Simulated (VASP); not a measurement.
# Lattice of AlCo across functionals and dispersion corrections, part 2 of 5

How much does the cell of AlCo depend on the functional? LASPH is on for some levels and off for others; the table marks which. The start is a computed cell from the Materials Project.

VASP 6.6.1, plane waves and PAW; the level of theory is named at each step.

So far. Step 2 (Magnetic order: ferromagnetic): The moments fall under 0.1 μB, and the mesh shows no gap. Step 3 (Magnetic order: antiferromagnetic, q = (0, 0, 1/2)): The energy lies -0.0 meV an atom from the first pattern, a difference of sampling, since both runs hold the same state. The moments fall under 0.1 μB, and the mesh shows no gap.

### 4. Magnetic order: antiferromagnetic, q = (1/2, 1/2, 1/2)

Level of this step: LDA, spin-polarised from an antiferromagnetic start; plane waves and PAW (Al, Co) (VASP).

Next, a pattern with opposite moments, which needs a doubled cell; q is given in the reciprocal vectors of the primitive cell.

File INCAR:

```
SYSTEM = AlCo
PREC = Accurate
ENCUT = 400
EDIFF = 1E-06
NELM = 100
ISMEAR = -1
SIGMA = 0.05
LREAL = .FALSE.
ALGO = Normal
GGA = CA
NBANDS = 20
ISPIN = 2
MAGMOM = 0 0 2 -2
LMAXMIX = 4
LORBIT = 11
LWAVE = .FALSE.
LCHARG = .FALSE.
KPAR = 4
ISIF = 2
```

File POSCAR:

```
AlCo
1.0
    5.6388064200      0.0000000000      0.0000000000
    2.8194032100      2.8194032100      0.0000000000
    2.8194032100      0.0000000000      2.8194032100
Al Co
2 2
Direct
    0.0000000000      0.0000000000      0.0000000000
    0.5000000000      0.0000000000      0.0000000000
    0.7500000000      0.5000000000      0.5000000000
    0.2500000000      0.5000000000      0.5000000000
```

File KPOINTS:

```
Automatic mesh
0
Gamma
8 8 8
0 0 0
```

The projector-augmented-wave data sets are Al and Co (PBE family, release 64).

On the command line:

```sh
> mpirun -np 4 vasp_std
```

Log:

```text
[... set-up lines as in an earlier step ...]
 entering main loop
       N       E                     dE             d eps       ncg     rms          rms(c)
DAV:   1     0.101912934627E+03    0.10191E+03   -0.84541E+03  2352   0.106E+03
DAV:   2    -0.257865798294E+02   -0.12770E+03   -0.12097E+03  2340   0.239E+02
DAV:   3    -0.304606194899E+02   -0.46740E+01   -0.46015E+01  2720   0.584E+01
DAV:   4    -0.305653500825E+02   -0.10473E+00   -0.10456E+00  2892   0.787E+00
DAV:   5    -0.305687637378E+02   -0.34137E-02   -0.34135E-02  2888   0.140E+00    0.211E+01
DAV:   6    -0.364182837301E+02   -0.58495E+01   -0.62599E+01  2640   0.134E+02    0.253E+01
DAV:   7    -0.274145678081E+02    0.90037E+01   -0.37462E+01  2584   0.892E+01    0.307E+00
DAV:   8    -0.274387122582E+02   -0.24144E-01   -0.77082E-01  2592   0.624E+00    0.195E+00
DAV:   9    -0.274097953255E+02    0.28917E-01   -0.58742E-02  3212   0.336E+00    0.105E+00
DAV:  10    -0.274061728837E+02    0.36224E-02   -0.29746E-03  2668   0.477E-01    0.357E-01
DAV:  11    -0.274056511532E+02    0.52173E-03   -0.11291E-03  2892   0.581E-01    0.112E-01
DAV:  12    -0.274056506495E+02    0.50373E-06   -0.93492E-05  3308   0.109E-01    0.580E-02
DAV:  13    -0.274056339313E+02    0.16718E-04   -0.38148E-06  2500   0.295E-02    0.280E-02
DAV:  14    -0.274056312848E+02    0.26465E-05   -0.46037E-06  2668   0.329E-02    0.640E-03
DAV:  15    -0.274056311066E+02    0.17824E-06   -0.34181E-07  1328   0.991E-03
   1 F= -.27405631E+02 E0= -.27397898E+02  d E =-.154656E-01  mag=     0.0000
```

It took 11 s on 4 MPI ranks of Intel Xeon Platinum 8488C (Sapphire Rapids), shared host; peak memory 0.69 GiB; 43 s of CPU time.

Parts of OUTCAR (step 4):

```text
  LATTYP: Found a face centered cubic cell.
 ALAT       =     5.6388064200

The static configuration has the point symmetry O_h .

 Found     29 irreducible k-points:

   k-points           NKPTS =     29   k-points in BZ     NKDIM =     29   number of bands    NBANDS=     20

   dimension x,y,z NGX =    40 NGY =   28 NGZ =   28
   dimension x,y,z NGXF=    80 NGYF=   56 NGZF=   56

   ENCUT  =  400.0 eV  29.40 Ry    5.42 a.u.   9.20  6.50  6.50*2*pi/ulx,y,z

   NELECT =      24.0000    total number of electrons

 E-fermi :  10.7050

 spin component 1
 k-point     1 :       0.0000    0.0000    0.0000
  band No.  band energies     occupation
    ...
      7       9.8650      1.00000
      8       9.8650      1.00000
      9       9.8650      1.00000
     10      10.4661      0.99166
     11      10.4661      0.99166
     12      13.1263      0.00000
     13      13.1263      0.00000
     14      13.1263      0.00000
     15      15.0443      0.00000
     16      16.2890      0.00000
    ...

 k-point     2 :       0.1250    0.0000    0.0000
  band No.  band energies     occupation
    ...
      7       9.7608      1.00000
      8       9.7937      1.00000
      9       9.7937      1.00000
     10      10.2164      0.99994
     11      10.2164      0.99994
     12      11.7727      0.00000
     13      13.2213      0.00000
     14      13.2213      0.00000
     15      15.1050      0.00000
     16      16.0961      0.00000
    ...

 k-point     3 :       0.2500    0.0000    0.0000
  band No.  band energies     occupation
    ...
      8       9.5763      1.00000
      9       9.5763      1.00000
     10       9.7009      1.00000
     11       9.7009      1.00000
     12      10.0129      1.00000
     13      13.3786      0.00000
     14      13.3786      0.00000
     15      15.0501      0.00000
     16      15.0501      0.00000
     17      15.4641      0.00000
    ...

 k-point     4 :       0.3750    0.0000    0.0000
  band No.  band energies     occupation
    ...
      8       9.1292      1.00000
      9       9.2333      1.00000
     10       9.2333      1.00000
     11       9.2535      1.00000
     12       9.2535      1.00000
     13      13.5427      0.00000
     14      13.5427      0.00000
     15      14.2698      0.00000
     16      14.2698      0.00000
     17      15.7235      0.00000
    ...

  Total       -1.2422332     -1.2422332     -1.2422332     -0.0000000      0.0000000     -0.0000000
  in kB      -44.4029849    -44.4029849    -44.4029849     -0.0000000      0.0000000     -0.0000000
  external PRESSURE =     -44.4029849 kB  Pullay stress =       0.0000000 kB

  energy-cutoff  :      400.00
  volume of cell :       44.82
      direct lattice vectors                 reciprocal lattice vectors
     5.638806420  0.000000000  0.000000000     0.177342495 -0.177342495 -0.177342495
     2.819403210  2.819403210  0.000000000     0.000000000  0.354684990  0.000000000
     2.819403210  0.000000000  2.819403210     0.000000000  0.000000000  0.354684990

 POSITION                                       TOTAL-FORCE (eV/Angst)
 -----------------------------------------------------------------------------------
      0.00000      0.00000      0.00000        -0.000000     -0.000000     -0.000000
      2.81940      0.00000      0.00000         0.000000     -0.000000     -0.000000
      7.04851      1.40970      1.40970        -0.000000      0.000000      0.000000
      4.22910      1.40970      1.40970         0.000000     -0.000000      0.000000
 -----------------------------------------------------------------------------------
    total drift:                                0.000000      0.000000      0.000000

  FREE ENERGIE OF THE ION-ELECTRON SYSTEM (eV)
  ---------------------------------------------------
  free  energy   TOTEN  =       -27.4056311066 eV

  energy  without entropy=      -27.3901655422  energy(sigma->0) =      -27.39789832

 total charge
# of ion       s       p       d       tot
------------------------------------------
    1        0.392   0.442   0.000   0.834
    2        0.392   0.442   0.000   0.834
    3        0.446   0.529   7.557   8.531
    4        0.446   0.529   7.557   8.531
--------------------------------------------------
tot          1.676   1.940  15.114  18.730

 magnetization (x)
# of ion       s       p       d       tot
------------------------------------------
    1        0.000   0.000   0.000   0.000
    2        0.000   0.000   0.000   0.000
    3       -0.000   0.000   0.000   0.000
    4        0.000  -0.000  -0.000  -0.000
--------------------------------------------------
tot          0.000   0.000   0.000   0.000

[... 1 part as in an earlier step ...]

[... 6 further parts left out ...]
```

Numbers from this step:

| Item | Value |
| --- | --- |
| irreducible k-points | 29 |
| symmetry operations | 48 |
| free energy (TOTEN) | -27.41 eV |
| energy at zero smearing | -27.40 eV |
| Fermi energy | 10.71 eV |
| pressure | -4.440 GPa |

The energy lies -1.6 meV an atom from the first pattern, a difference of sampling, since both runs hold the same state. The moments fall under 0.1 μB, and the mesh shows no gap.

### 5. Magnetic order: antiferromagnetic, q = (1/2, 1/2, 0)

Next, a pattern with opposite moments, which needs a doubled cell; q is given in the reciprocal vectors of the primitive cell.

INCAR is that of step 4.

File POSCAR:

```
AlCo
1.0
    5.6388064200      0.0000000000      0.0000000000
    2.8194032100      2.8194032100      0.0000000000
    0.0000000000      0.0000000000      2.8194032100
Al Co
2 2
Direct
    0.0000000000      0.0000000000      0.0000000000
    0.5000000000      0.0000000000      0.0000000000
    0.0000000000      0.5000000000      0.5000000000
    0.5000000000      0.5000000000      0.5000000000
```

KPOINTS is that of step 4.

On the command line:

```sh
> mpirun -np 4 vasp_std
```

Log:

```text
[... set-up lines as in an earlier step ...]
 entering main loop
       N       E                     dE             d eps       ncg     rms          rms(c)
DAV:   1     0.102576342610E+03    0.10258E+03   -0.84816E+03  6056   0.106E+03
DAV:   2    -0.257018998405E+02   -0.12828E+03   -0.12144E+03  6040   0.238E+02
DAV:   3    -0.304603809097E+02   -0.47585E+01   -0.46690E+01  7004   0.588E+01
DAV:   4    -0.305632177272E+02   -0.10284E+00   -0.10271E+00  7344   0.779E+00
DAV:   5    -0.305669638954E+02   -0.37462E-02   -0.37459E-02  7452   0.149E+00    0.206E+01
DAV:   6    -0.359100539037E+02   -0.53431E+01   -0.64520E+01  6672   0.131E+02    0.245E+01
DAV:   7    -0.274274700853E+02    0.84826E+01   -0.36028E+01  6640   0.877E+01    0.314E+00
DAV:   8    -0.274416037057E+02   -0.14134E-01   -0.74235E-01  6816   0.620E+00    0.205E+00
DAV:   9    -0.274127455521E+02    0.28858E-01   -0.86859E-02  8092   0.368E+00    0.925E-01
DAV:  10    -0.274090213200E+02    0.37242E-02   -0.76366E-03  8748   0.898E-01    0.326E-01
DAV:  11    -0.274085509874E+02    0.47033E-03   -0.77870E-04  7732   0.346E-01    0.131E-01
DAV:  12    -0.274085489269E+02    0.20605E-05   -0.10097E-04  8152   0.106E-01    0.577E-02
DAV:  13    -0.274085441456E+02    0.47814E-05   -0.27464E-05  9176   0.725E-02    0.141E-02
DAV:  14    -0.274085438460E+02    0.29954E-06   -0.22927E-06  3552   0.146E-02
   1 F= -.27408544E+02 E0= -.27400682E+02  d E =-.157245E-01  mag=     0.0000
```

Elapsed: 15 s, on 4 MPI ranks; peak memory 0.73 GiB.

From OUTCAR (step 5):

```text
   k-points           NKPTS =     75   k-points in BZ     NKDIM =     75   number of bands    NBANDS=     20

   ENCUT  =  400.0 eV  29.40 Ry    5.42 a.u.   9.20  6.50  4.60*2*pi/ulx,y,z

   NELECT =      24.0000    total number of electrons

 E-fermi :  10.6858

 spin component 1
 k-point     1 :       0.0000    0.0000    0.0000
  band No.  band energies     occupation
    ...
      9       9.1533      1.00000
     10       9.8581      1.00000
     11       9.8581      1.00000
     12       9.8598      1.00000
     13      10.4208      0.99504
     14      13.2030      0.00000
     15      14.4073      0.00000
     16      16.8088      0.00000
     17      16.8088      0.00000
     18      16.8091      0.00000
    ...

 k-point     2 :       0.1250    0.0000    0.0000
  band No.  band energies     occupation
    ...
      9       9.1799      1.00000
     10       9.7727      1.00000
     11       9.8096      1.00000
     12       9.8315      1.00000
     13      10.5642      0.91931
     14      13.5309      0.00000
     15      14.7696      0.00000
     16      16.0036      0.00000
     17      16.3284      0.00000
     18      17.0219      0.00000
    ...

  Total       -1.2367743     -1.2367743     -1.2828171      0.0000000     -0.0000000      0.0000000
  in kB      -44.2078588    -44.2078588    -45.8536355      0.0000000     -0.0000000      0.0000000
  external PRESSURE =     -44.7564510 kB  Pullay stress =       0.0000000 kB

 POSITION                                       TOTAL-FORCE (eV/Angst)
 -----------------------------------------------------------------------------------
      0.00000      0.00000      0.00000         0.000000     -0.000000      0.000000
      2.81940      0.00000      0.00000         0.000000      0.000000      0.000000
      1.40970      1.40970      1.40970         0.000000      0.000000     -0.000000
      4.22910      1.40970      1.40970        -0.000000     -0.000000     -0.000000
 -----------------------------------------------------------------------------------
    total drift:                                0.000000      0.000000     -0.000000

  FREE ENERGIE OF THE ION-ELECTRON SYSTEM (eV)
  ---------------------------------------------------
  free  energy   TOTEN  =       -27.4085438460 eV

  energy  without entropy=      -27.3928193521  energy(sigma->0) =      -27.40068160

 magnetization (x)
# of ion       s       p       d       tot
------------------------------------------
    1        0.000   0.000   0.000   0.000
    2        0.000   0.000   0.000   0.000
    3        0.000   0.000   0.000   0.000
    4       -0.000  -0.000  -0.000  -0.000
--------------------------------------------------
tot          0.000   0.000   0.000   0.000

[... 1 part as in an earlier step ...]

[... 14 further parts left out ...]
```

At this level the cell is under a tension of 4.5 GPa, so at these settings it is away from equilibrium.

Numbers from this step:

```
SCF cycles           : 14
irreducible k-points : 75
symmetry operations  : 16
Fermi energy         : 10.69 eV
pressure             : -4.476 GPa
```

The energy lies -2.3 meV an atom from the first pattern, a difference of sampling, since both runs hold the same state. The moments fall under 0.1 μB, and the mesh shows no gap.

### 6. The orders side by side

This step: collinear orders at LDA; plane waves and PAW (VASP 6.6.1).

Derived from the runs above.

Patterns, by row:

| start | atoms | energy less that of the first (meV/atom) | largest site moment (μB) | end state |
| --- | --- | --- | --- | --- |
| ferromagnetic | 2 | 0 | 0 | non-magnetic |
| antiferromagnetic, q = (0, 0, 1/2) | 4 | 0 | 0 | non-magnetic |
| antiferromagnetic, q = (1/2, 1/2, 1/2) | 4 | -1.6 | 0 | non-magnetic |
| antiferromagnetic, q = (1/2, 1/2, 0) | 4 | -2.3 | 0 | non-magnetic |

All patterns lost their moments. Runs that ended non-magnetic differ by up to 2.3 meV an atom among themselves, which is the error from the unlike meshes of the cells. The session goes on with moments started at or near zero.

[end of part 2 of 5]

[Lines on the potential files, build, host, timing and source positions are cut from VASP's logs without a mark.]

[Logs are printed without paths, hosts, clocks, repeated set-up lines and the standing remarks that a program may print on its own settings, such as how far it seeks lower states.]

[Hosts, paths, dates, database ids (printed as entryN), source tags and the programs' standing remarks are cut or masked in the printed files.]

[A measured line is paired with the nearest computed mode of its activity, which favours agreement.]
